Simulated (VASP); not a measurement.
Input:

```
Mg
1.0
    1.59153    -2.70053     0.00000
    1.59153     2.70053     0.00000
    0.00000     0.00000     5.12082
Mg
2
Cartesian
  1.59153   0.90018   1.28020
  1.67169  -0.90018   3.84061
```

Calculation: AM05 GGA, VASP's PBE PAW potentials (set 64) (plane waves; VASP). Settings: 400 eV cut-off, 12×12×7 Γ-centred mesh, first-order Methfessel-Paxton smearing of 0.10 eV, potentials Mg.

Task: Predict the energy per atom (σ→0), largest force, band gap (on the k-mesh) with the smallest direct gap where there is one.

Result: 
```json
{
  "band gap (on the k-mesh)": "none (metal, semimetal or under 0.01 eV)",
  "energy per atom (σ→0)": "-1.630 eV/atom",
  "largest_force": "0.066 eV/Å"
}
```

The absolute energy has meaning only against runs of the same code, potentials and settings.

The compound is Mg in the hcp structure. The cell was not relaxed at this level, atoms are displaced from their ideal sites. The run is one of a series of settings (GGA = AM against the base run), some of them coarse on purpose.
